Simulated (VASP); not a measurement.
Ni₃Al (L1_2) relaxed at rising pressure, in one space group throughout; other phases were not tried. The pressures are those reached. Method: LDA (Ceperley-Alder, Perdew-Zunger), VASP's LDA PAW potentials (set 64) (plane waves; VASP).

| P (GPa) | V (Å³/atom) | k-mesh |
|---|---|---|
| 0.25 | 10.531 | 9×9×9 |
| 5.15 | 10.316 | 9×9×9 |
| 10.23 | 10.117 | 9×9×9 |
| 20.05 | 9.776 | 9×9×9 |
| 29.98 | 9.485 | 9×9×9 |

**Question.** Fit an equation of state and predict the volume at 45.04 GPa.

**Answer.** Least squares on the third-order Birch-Murnaghan form, P = (3B0/2)(y⁷ − y⁵)[1 + (3/4)(B′ − 4)(y² − 1)] with y = (V0/V)^(1/3), gives V0 = 10.543 Å³/atom, B0 = 227 GPa and B′ = 4.2, and so 9.111 Å³/atom. The run gave 9.117 Å³/atom, +0.1 % from the fit.

Pressures at which the relaxation failed are left out.

The compound is Ni3Al in the L1_2 structure.
